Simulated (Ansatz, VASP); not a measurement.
# Hf2Cu in two plane-wave programs

Wanted: the spread between two codes on one cell, functional and k mesh. Of the first pair: The two relaxations start from unlike cells of this crystal (the structure described is Ansatz's start), so only their ends are compared.

Main program and level: Ansatz 0.2.0; plane waves, with VASP 6.6.1 beside it; relaxation of cell and atoms at PBEsol.

## 1. Set-up

The structure is tetragonal, space group I4/mmm (No. 139). The conventional cell has a = 3.170 Å, b = 3.170 Å, c = 11.133 Å, α = 90.00°, β = 90.00°, γ = 90.00°. Nearest to Hf lie 4 Cu at 2.86 Å and 8 Hf at 3.01 to 3.17 Å. Cu has 8 Hf at 2.86 Å and 4 Cu at 3.17 Å nearest. Farther neighbours are not listed.

## 2. Ansatz: relaxation of cell and atoms, PBEsol, pair 1

Ansatz runs on its default PAW (the set named soft_2) files.

The relaxed volume is the usual yardstick between codes: in a stiff, nearly cubic crystal its relative difference is about their pressure difference at one cell divided by the bulk modulus.

Input file input.yaml:

```yaml
crystal:
  lattice:
    - [-1.58475, 1.58475, 5.56665]
    - [1.58475, -1.58475, 5.56665]
    - [1.58475, 1.58475, -5.56665]
  atoms:
    - { symbol: Hf, position: [0.34, 0.34, 0.0] }
    - { symbol: Hf, position: [0.66, 0.66, 0.0] }
    - { symbol: Cu, position: [0.0, 0.0, 0.0] }
kpoints:
  mp_grid: { grid: [8, 8, 8] }
hamiltonian:
  xc: pbesol
scf:
  occupations: { method: gaussian, width: 0.1 }
output:
  forces: true
  stress: true
  eigenvalues: true
relax:
  adjacent_minimum: "off"
  f_tol: 0.05
  max_steps: 80
  cell: { stress_tol: 0.5 }
```

Command:

```bash
$ ansatz run input.yaml --threads 4 --pin off --max-ram 8192MiB --backend cpu --events-out ev --progress --plain --runs-dir out
```

Numbers of over 12 decimals in the logs are rounded to 6 here.

What it wrote:

```text
The last accepted step is kept in <dir> (removed where the run ends without a failure and the disk answers)
basis.fft_grid_basis auto: the FFT boxes are laid along the combinations [[1, 0, 1], [0, 1, 1], [0, 0, 1]] of the cell's own vectors, 3.170, 3.170 and 6.001 Å long. The dense box has 24×24×45 points. Along the cell's own vectors, as sized, it would have 45×45×45, 3.52 times as many. Of the 16 symmetry operations that the crystal satisfies within crystal.symmetry.tolerance (time reversal apart; of a slab, those that k [...]
Engine: ansatz 0.2.0, aarch64-unknown-linux-gnu
Pseudopotentials: kind: paw
Pseudopotential: Hf, paw, valence charge 26, recommended cutoff 420 eV (normal), Hf.paw.azcp
Pseudopotential: Cu, paw, valence charge 19, recommended cutoff 420 eV (normal), Cu.paw.azcp
Functional definition: PBEsol
  exchange = pbesol_x
  correlation = pbesol_c
Crystal: 3 atoms, lattice volume = 55.921 Å³
Basis set: ecut = 420 eV, 1087 PW (Γ), FFT grids on a1+a3, a2+a3, a3, exchange–correlation on 48×48×90 points (8 copies of the dense FFT grid, shifted against one another)
Bands: 43, of which v1, the nominal top of the filled ones, is band 36 counted from 1 (35 counted from 0)
Symmetry: 16 space group operations
Space group: I4/mmm (ITA 139), of the structure as read, at distance tolerance 3.8e-5 Å
k-points: 59 of 512
Non-local potential: Hf, projectors of the file, l = 0: 3, l = 1: 2, l = 2: 2, l = 3: 3
Non-local potential: Cu, projectors of the file, l = 0: 3, l = 1: 2, l = 2: 3, l = 3: 1
PAW form: soft (Blöchl's): semilocal exchange-correlation on the pseudo side does not see the compensation charge
PAW frozen core: Hf, regenerated for the run's functional, and the local potential with it (the file was generated under x = pbe(κ = 0.804, μ = 0.219515), c = pbe(β = 0.066725))
PAW frozen core: Cu, regenerated for the run's functional, and the local potential with it (the file was generated under x = pbe(κ = 0.804, μ = 0.219515), c = pbe(β = 0.066725))
PAW one-centre angular grid: Hf, 590 points (default); XC on 64 Gauss nodes
PAW one-centre angular grid: Cu, 590 points (default); XC on 64 Gauss nodes
Initial density: superposition of atomic densities (neutral atoms: chi_scale 0, normalization atom), corrected by the library's trained network
Initial wavefunctions: pseudopotential atomic-orbital guess
Functional: x = pbesol(κ = 0.804, μ = 0.123457), c = pbesol(β = 0.046)
SCF iter   1: F=—  HF=-37785.269895 eV  |F-HF|=—  |Δ(HF+E_count)|=         —  Δρ=1.80e-2  dr2=1.68e-1  ethr=1.77e-3  ⟨swp⟩=5.6  Hψ=7937  notcnv=0
preconditioner: auto → Resta (q_TF=auto, 2.839 Å⁻¹)  ε∞=6.9  [insulator: Δε(μ)=0.113 eV  Ē_g=15.742 eV  σ=0.100 eV  W_gap=0.55  n_scr=24 (ndim 8)  ℏωp=38.1 eV  f_vac=0.000  D(μ)=0.91/eV (n_scr^D=2)  ε∞_Penn≈6.9]
SCF iter   2: F=—  HF=-37785.252714 eV  |F-HF|=—  |Δ(HF+E_count)|=   1.72e-2  Δρ=3.42e-3  dr2=1.57e-2  ethr=2.36e-4  ⟨swp⟩=2.0  Hψ=3658  notcnv=0  defer=45
SCF iter   3: F=—  HF=-37785.250373 eV  |F-HF|=—  |Δ(HF+E_count)|=   2.34e-3  Δρ=2.54e-3  dr2=5.43e-3  ethr=2.21e-5  ⟨swp⟩=1.9  Hψ=2719  notcnv=0  defer=45
SCF iter   4: F=—  HF=-37785.249701 eV  |F-HF|=—  |Δ(HF+E_count)|=   6.72e-4  Δρ=3.22e-4  dr2=6.74e-5  ethr=7.64e-6  ⟨swp⟩=2.0  Hψ=2921  notcnv=0  defer=45
SCF iter   5: F=—  HF=-37785.249736 eV  |F-HF|=—  |Δ(HF+E_count)|=   3.48e-5  Δρ=2.36e-4  dr2=1.74e-5  ethr=9.49e-8  ⟨swp⟩=2.5  Hψ=4508  notcnv=0  defer=45
SCF iter   6: F=—  HF=-37785.249713 eV  |F-HF|=—  |Δ(HF+E_count)|=   2.33e-5  Δρ=7.28e-5  dr2=2.72e-6  ethr=2.46e-8  ⟨swp⟩=2.2  Hψ=4345  notcnv=0  defer=45
SCF iter   7: F=—  HF=-37785.249714 eV  |F-HF|=—  |Δ(HF+E_count)|=   6.15e-7  Δρ=1.62e-5  dr2=1.33e-7  ethr=3.83e-9  ⟨swp⟩=2.1  Hψ=4019  notcnv=0  defer=45
SCF iter   8: F=-37785.249714 eV  HF=-37785.249714 eV  |F-HF|=1.47e-8  |Δ(HF+E_count)|=   1.05e-7  Δρ=4.74e-6  dr2=1.23e-8  ethr=1.41e-10  ⟨swp⟩=11.1  Hψ=13132  notcnv=0
SCF 1 converged in 8 iterations: F = -37785.249714 eV  dr2 = 1.23e-8
  greatest PAW one-centre occupation: 1.000 electrons in one spin orbital (limit 2), on the Cu atom at site 2 (counted from 0), in its partial waves of l = 0
relax step   1: F+E_penalty+E_count = -37785.24971361 eV  Δ(F+E_penalty+E_count) = +0.000e0 eV  max|allowed force component| = 6.658e-1 eV/Å  Δτ_max = 0.0000 Å  P = -3.054 GPa  Ω = 55.921 Å³  (8 SCF iters, dr2 threshold 1.00e-7 eV, accepted)
[...]
relax step   3: F+E_penalty+E_count = -37785.29733137 eV  Δ(F+E_penalty+E_count) = -4.762e-2 eV  max|allowed force component| = 3.517e-2 eV/Å  Δτ_max = 0.0427 Å  P = -0.580 GPa  Ω = 54.515 Å³  energy of the carried Pulay correction = +4.436e-4 eV  (10 SCF iters, accepted)
[...]
relax step   4: F+E_penalty+E_count = -37785.29802218 eV  Δ(F+E_penalty+E_count) = -6.908e-4 eV  max|allowed force component| = 7.916e-4 eV/Å  Δτ_max = 0.0025 Å  P = +0.131 GPa  Ω = 54.208 Å³  energy of the carried Pulay correction = +5.419e-4 eV  (7 SCF iters, dr2 threshold 3.00e-7 eV, accepted)
[...]
relax step   5: F+E_penalty+E_count = -37785.29746443 eV  Δ(F+E_penalty+E_count) = +5.577e-4 eV  max|allowed force component| = 9.019e-4 eV/Å  Δτ_max = 0.0000 Å  P = +0.133 GPa  Ω = 54.208 Å³  stress off target by 1.35e-1 GPa  SCF on the basis re-selected at this cell (its energy is not comparable with the rows above)  (6 SCF iters)
basis re-selected at this cell: Δ(F+E_penalty+E_count) = +5.577e-4 eV, ΔP = +0.002 GPa vs the last step (what re-selecting the basis moved, of the pressure what is left beyond the Pulay correction that the steps carried, after the strain that the cell walked since its last selection, with what the two solves' SCF thresholds leave and, on support functions, any second-order correction that the steps lacked; it is no measure of the basis error at this ecutwfc). The dense FFT grid was sized anew with the basis: this SCF ran on 24×24×40 points, the steps before it on 24×24×45, so part of this shift can come from that change (see relax.cell in the input reference). [rest of the remark cut]
SCF converged after 6 iterations
Free energy (F): -37785.297464 eV
Harris-Foulkes:  -37785.297464 eV  (|F-HF|=9.46e-11)
Internal energy: -37785.292147 eV  (E = F + TS)
E sigma→0 (E₀):  -37785.294805 eV
Entropy (-TS):   -0.005318 eV (-1.773 meV/atom)
Fermi energy:    19.985350 eV
--- Per-component energies (eV) ---
  E_band       = -223.072762
  E_kinetic    = 1151.186691
  E_local      = -13901.492785  (includes V_loc(G=0)·N_el)
  E_nonlocal   = -2090.374093
  E_hartree    = 6436.314325
  E_xc         = -686.063582
  E_vxc        = -649.323982  (∫ρ·V_xc dr)
  E_paw        = -15237.651493  (= ΣΔE_a)
  E_vpaw       = 2394.302824  (= ΣTr[D̂ρ^β])
  E_aug_tail   = 0.000231  (compensation charges beyond the density's cutoff)
  E_ewald      = -13459.919826
  E_core_change = 2.708385  (= ΣΔE_core)
  E_smearing   = -0.005318  (= −TS)
  E_closure    = -0.000000  (closes the sum)
  Σ components = -37785.297464   (vs F -37785.297464, Δ=0.00e0)
--- Forces (eV/Å), atoms counted from 1 ---
  atom   1  Hf    -0.00000000     0.00000000     0.00090186
  atom   2  Hf     0.00000000    -0.00000000    -0.00090186
  atom   3  Cu    -0.00000000     0.00000000     0.00000000
  max |Σ_I F_I| component: 3.47e-18 eV/Å
--- Stress (GPa, compression-positive) ---
        0.134574       0.000000       0.000000
        0.000000       0.134574       0.000000
       -0.000000      -0.000000       0.128481
  P = ⅓ Tr σ = 0.1325 GPa (1.325 kbar)
--- Band table (eV; the first three rows and the last of 59) ---
  k-point 0: bands = [... 32 lower, 16.8551, 18.2192, 19.0389, 20.6033, 22.5003, 22.5003, 22.6795, 23.4374, ... 3 higher]
  k-point 1: bands = [... 32 lower, 17.0910, 18.6647, 18.7428, 20.6308, 21.6034, 21.7052, 22.1794, 23.0879, ... 3 higher]
  k-point 2: bands = [... 32 lower, 18.3038, 18.3557, 19.3578, 20.2690, 20.9800, 21.0726, 22.0224, 22.1575, ... 3 higher]
  k-point 58: bands = [... 32 lower, 16.8592, 18.6026, 19.0516, 20.3878, 21.5430, 21.5430, 23.2475, 24.4516, ... 3 higher]
--- Relaxed structure (4 steps of the walk, 3 accepted, 1 SCFs on fresh bases) ---
  F+E_penalty+E_count = -37785.29746443 eV   max|allowed force component| = 9.019e-4 eV/Å   (the final SCF, on the basis selected at the relaxed cell)
  cell:  # Å, volume = 54.2081 Å³
    - [-1.564652, 1.564652, 5.535651]
    - [1.564652, -1.564652, 5.535651]
    - [1.564652, 1.564652, -5.535651]
  atoms:
    - { symbol: Hf, position: [0.344061, 0.344061, 0] }
    - { symbol: Hf, position: [0.655939, 0.655939, 0] }
    - { symbol: Cu, position: [0, 0, 0] }
```

## 3. VASP: relaxation of cell and atoms, PBEsol, pair 1

Its own start cell and the same functional, mesh and smearing now go to VASP, with its own data sets.

Lines of VASP's logs that name or quote its potential files are left out, and so is its time.

Input file INCAR:

```
SYSTEM = Hf2Cu
PREC = Accurate
ENCUT = 600
EDIFF = 1E-07
NELM = 120
ISMEAR = 0
SIGMA = 0.1
LREAL = .FALSE.
ALGO = Normal
GGA = PS
NBANDS = 21
LASPH = .TRUE.
LORBIT = 11
LWAVE = .FALSE.
LCHARG = .FALSE.
ISIF = 3
IBRION = 2
NSW = 80
EDIFFG = -0.005
GGA_COMPAT = .FALSE.
NELMIN = 4
KPAR = 2
```

Input file POSCAR:

```
Hf2Cu
1.0
   -1.5644516189      1.5644516189      5.5288869804
    1.5644516189     -1.5644516189      5.5288869804
    1.5644516189      1.5644516189     -5.5288869804
Hf Cu
2 1
Direct
    0.3439375724      0.3439375724      0.0000000000
    0.6560624276      0.6560624276      0.0000000000
    0.0000000000      0.0000000000      0.0000000000
```

Input file KPOINTS:

```
Automatic mesh
0
Gamma
8 8 8
0 0 0
```

Potentials, in the order of the species: Hf_pv and Cu (PBE family, release 64).

Command:

```bash
$ mpirun -np 2 vasp_std
```

What it wrote:

```text
[banner, memory and clock lines left out]
running    2 mpi-ranks, on    1 nodes
 distrk:  each k-point on    1 cores,    2 groups
 distr:  one band on    1 cores,    1 groups

 POSCAR found type information on POSCAR HfCu
 POSCAR found :  2 types and       3 ions
|                                                                             |
|               ----> ADVICE to this user running VASP <----                  |
|                                                                             |
|     You enforced a specific xc type in the INCAR file but a different       |
|     [... a line on the potential file left out ...]
|     I HOPE YOU KNOW WHAT YOU ARE DOING!                                     |
|                                                                             |

 LDA part: xc-table for (Slater+PW92), standard interpolation
 POSCAR, INCAR and KPOINTS ok, starting setup
 FFT: planning ... GRIDC
 FFT: planning ... GRID_SOFT
 FFT: planning ... GRID
 WAVECAR not read
 entering main loop
       N       E                     dE             d eps       ncg     rms          rms(c)
DAV:   1     0.199422634186E+03    0.19942E+03   -0.17160E+04  2494   0.191E+03
DAV:   2    -0.145783014647E+02   -0.21400E+03   -0.20592E+03  2543   0.432E+02
DAV:   3    -0.284832844935E+02   -0.13905E+02   -0.12443E+02  3234   0.902E+01
DAV:   4    -0.291226962065E+02   -0.63941E+00   -0.63048E+00  3201   0.176E+01
DAV:   5    -0.291458532812E+02   -0.23157E-01   -0.23131E-01  3533   0.340E+00    0.884E+01
DAV:   6    -0.352110434941E+02   -0.60652E+01   -0.10246E+02  3283   0.259E+02    0.330E+01
DAV:   7    -0.281566831315E+02    0.70544E+01   -0.77195E+01  2808   0.111E+02    0.414E+01
DAV:   8    -0.268607070057E+02    0.12960E+01   -0.29620E+01  3253   0.127E+02    0.820E+00
DAV:   9    -0.263900409478E+02    0.47067E+00   -0.20882E+00  3592   0.193E+01    0.752E+00
DAV:  10    -0.261257427658E+02    0.26430E+00   -0.19198E-01  3778   0.786E+00    0.461E+00
DAV:  11    -0.258538427621E+02    0.27190E+00   -0.37728E-01  3551   0.129E+01    0.228E+00
DAV:  12    -0.258105438900E+02    0.43299E-01   -0.54667E-01  3831   0.151E+01    0.317E+00
DAV:  13    -0.258130997676E+02   -0.25559E-02   -0.53191E-02  2899   0.135E+00    0.371E+00
DAV:  14    -0.257981825348E+02    0.14917E-01   -0.71917E-02  3623   0.601E+00    0.174E+00
[...]
DAV:  19    -0.257984866137E+02    0.10184E-03   -0.13784E-05  3267   0.390E-02    0.184E+00
DAV:  20    -0.257982322291E+02    0.25438E-03   -0.88612E-05  3660   0.120E-01    0.155E+00
DAV:  21    -0.257980497840E+02    0.18245E-03   -0.76307E-05  3484   0.673E-02    0.124E+00
DAV:  22    -0.257978587652E+02    0.19102E-03   -0.14368E-04  2798   0.726E-02    0.778E-01
DAV:  23    -0.257977370996E+02    0.12167E-03   -0.16394E-04  3528   0.120E-01    0.332E-01
DAV:  24    -0.257976861107E+02    0.50989E-04   -0.13451E-04  3917   0.209E-01    0.625E-02
DAV:  25    -0.257976851677E+02    0.94291E-06   -0.17916E-05  3918   0.448E-02    0.583E-03
DAV:  26    -0.257976851758E+02   -0.80113E-08   -0.36690E-07  2768   0.416E-03
   1 F= -.25797685E+02 E0= -.25794955E+02  d E =-.257977E+02
[...]
2 F= -.25797640E+02 E0= -.25794932E+02  d E =0.455379E-04
[...]
3 F= -.25797686E+02 E0= -.25794960E+02  d E =-.579637E-06
[...]
4 F= -.25797686E+02 E0= -.25794960E+02  d E =-.983621E-06
[...]
5 F= -.25797686E+02 E0= -.25794958E+02  d E =-.111935E-05
[...]
6 F= -.25797686E+02 E0= -.25794957E+02  d E =-.766167E-06
 curvature:  -0.18 expect dE=-0.105E-05 dE for cont linesearch -0.765E-07
 ZBRENT: interpolating
 opt :   0.0841  next Energy=   -25.797686 (dE=-0.115E-05)
 bond charge predicted
       N       E                     dE             d eps       ncg     rms          rms(c)
DAV:   1    -0.257976871532E+02   -0.11833E-05   -0.18917E-05  2813   0.780E-02    0.141E-02
DAV:   2    -0.257976875394E+02   -0.38615E-06   -0.16667E-05  3020   0.968E-02    0.932E-03
DAV:   3    -0.257976862366E+02    0.13027E-05   -0.75186E-06  2998   0.665E-02    0.349E-03
DAV:   4    -0.257976861549E+02    0.81774E-07   -0.40193E-07  2336   0.117E-02
   7 F= -.25797686E+02 E0= -.25794958E+02  d E =-.979103E-06
 curvature:  -0.06 expect dE=-0.388E-06 dE for cont linesearch -0.890E-07
 trial: gam=-0.05102 g(F)=  0.685E-08 g(S)=  0.632E-05 ort = 0.950E-05 (trialstep = 0.817E+00)
 search vector abs. value=  0.552E-05
 reached required accuracy - stopping structural energy minimisation
```

Parts of OUTCAR (step 3):

```text
ion  position               nearest neighbor table
   1  0.344  0.344  0.000-   3 2.81   3 2.81   3 2.81   3 2.81   2 3.03   2 3.03   2 3.03   2 3.03
                             2 3.45
   2  0.656  0.656  0.000-   3 2.81   3 2.81   3 2.81   3 2.81   1 3.03   1 3.03   1 3.03   1 3.03
                             1 3.45
   3  0.000  0.000  0.000-   2 2.81   2 2.81   2 2.81   1 2.81   2 2.81   1 2.81   1 2.81   1 2.81

  LATTYP: Found a body centered tetragonal cell.
 ALAT       =     3.1289032378
 C/A-ratio  =     3.5340734821

 Subroutine GETGRP returns: Found 16 space group operations
 (whereof 16 operations were pure point group operations)

The static configuration has the point symmetry D_4h.

 Found     59 irreducible k-points:

   k-points           NKPTS =     59   k-points in BZ     NKDIM =     59   number of bands    NBANDS=     21

   dimension x,y,z NGX =    48 NGY =   48 NGZ =   48
   dimension x,y,z NGXF=    96 NGYF=   96 NGZF=   96

   ENCUT  =  600.0 eV  44.10 Ry    6.64 a.u.  11.89 11.89 11.89*2*pi/ulx,y,z

   NELECT =      31.0000    total number of electrons

 k-points in reciprocal lattice and weights: Automatic mesh
   0.00000000  0.00000000  0.00000000       0.002
   0.12500000  0.00000000  0.00000000       0.016
   0.25000000  0.00000000  0.00000000       0.016
   0.37500000  0.00000000  0.00000000       0.016
   0.50000000  0.00000000  0.00000000       0.008
   0.12500000  0.12500000  0.00000000       0.016
   0.25000000  0.12500000  0.00000000       0.031
   0.37500000  0.12500000  0.00000000       0.031
   0.50000000  0.12500000  0.00000000       0.031
[...]
-0.37500000 -0.37500000  0.37500000       0.004
   0.50000000  0.50000000  0.50000000       0.002

 average (electrostatic) potential at core
       1 -36.1196       2 -36.1196       3 -65.9600

 E-fermi :   5.6302

 k-point     1 :       0.0000    0.0000    0.0000
  band No.  band energies     occupation
    ...
     11       2.3107      2.00000
     12       2.3107      2.00000
     13       2.4565      2.00000
     14       3.8574      2.00000
     15       4.6868      2.00000
     16       6.2517      0.00000
     17       8.1479      0.00000
     18       8.1479      0.00000
     19       8.3417      0.00000
     20       9.0965      0.00000
    ...

 k-point     2 :       0.1250    0.0000    0.0000
  band No.  band energies     occupation
    ...
     11       2.3082      2.00000
     12       2.4073      2.00000
     13       2.4438      2.00000
     14       4.1047      2.00000
     15       4.5312      2.00000
     16       6.3036      0.00000
     17       7.4533      0.00000
     18       7.5798      0.00000
     19       8.0167      0.00000
     20       8.6705      0.00000
    ...

 k-point     3 :       0.2500    0.0000    0.0000
  band No.  band energies     occupation
    ...
     11       2.2872      2.00000
     12       2.2916      2.00000
     13       2.9632      2.00000
     14       4.1933      2.00000
     15       4.6906      2.00000
     16       6.3091      0.00000
     17       6.8548      0.00000
     18       6.9861      0.00000
     19       7.7902      0.00000
     20       7.9714      0.00000
    ...

  Total       -0.0099539     -0.0099539      0.0139639      0.0000000      0.0000000      0.0000000
  in kB       -0.2946729     -0.2946729      0.4133850      0.0000000      0.0000000      0.0000000
  external PRESSURE =      -0.0586536 kB  Pullay stress =       0.0000000 kB

  energy-cutoff  :      600.00
  volume of cell :       54.12
      direct lattice vectors                 reciprocal lattice vectors
    -1.564362551  1.564362551  5.528753957     0.000000000  0.319619004  0.090436291
     1.564362551 -1.564362551  5.528753957     0.319619004  0.000000000  0.090436291
     1.564362551  1.564362551 -5.528753957     0.319619004  0.319619004  0.000000000

 POSITION                                       TOTAL-FORCE (eV/Angst)
 -----------------------------------------------------------------------------------
      0.00000      0.00000      3.80309        -0.000000     -0.000000     -0.000266
      0.00000      0.00000      7.25442         0.000000      0.000000      0.000266
      0.00000      0.00000      0.00000         0.000000      0.000000      0.000000
 -----------------------------------------------------------------------------------
    total drift:                                0.000000     -0.000000     -0.000000

  FREE ENERGIE OF THE ION-ELECTRON SYSTEM (eV)
  ---------------------------------------------------
  free  energy   TOTEN  =       -25.7976861549 eV

  energy  without entropy=      -25.7922293247  energy(sigma->0) =      -25.79495774

 reached required accuracy - stopping structural energy minimisation

 total charge
# of ion       s       p       d       tot
------------------------------------------
    1        0.395   6.435   1.587   8.416
    2        0.395   6.435   1.587   8.416
    3        0.548   0.394   9.102  10.044
--------------------------------------------------
tot          1.338  13.263  12.275  26.877

[... 3 further parts left out ...]
```

CONTCAR:

```
Hf2Cu
   1.00000000000000
    -1.5643625511242629    1.5643625511242629    5.5287539567117241
     1.5643625511242629   -1.5643625511242629    5.5287539567117241
     1.5643625511242629    1.5643625511242629   -5.5287539567117241
  Hf              Cu
     2     1
Direct
     0.3439373428925173    0.3439373428925173    0.0000000000000000
     0.6560626571074827    0.6560626571074827    0.0000000000000000
     0.0000000000000000    0.0000000000000000    0.0000000000000000
```

This run has no spin polarisation. Its electron count is odd, so without a moment it is a metal by construction. The run keeps the 16 symmetry operations of its start, so it cannot find a distortion of lower symmetry.

## 4. Comparison

Known differences besides the potentials themselves: the data sets hold 71 valence electrons in Ansatz (on its default PAW (the set named soft_2) files) and 31 in VASP; the cutoff is 420 eV in Ansatz and 600 eV in VASP; Ansatz makes its cores anew for this functional, VASP keeps those of its PBE data sets; Ansatz adds a Pulay correction to the stress that steers its cell, VASP none. Total energies have different zeros and are not compared.

The two programs side by side:

| quantity | Ansatz | VASP | difference |
| --- | --- | --- | --- |
| volume (Å³) | 54.21 | 54.12 | +0.16 % |
| edge a after relaxation, in the typed setting (Å) | 5.962 | 5.955 | +0.11 % |

[end of part 1 of 2]

[Lines on the potential files, build, host, timing and source positions are cut from VASP's logs without a mark.]

[Logs are printed without paths, hosts, clocks, repeated set-up lines and the standing remarks that a program may print on its own settings, such as how far it seeks lower states.]

[Hosts, paths, dates, database ids (printed as entryN), source tags and the programs' standing remarks are cut or masked in the printed files.]
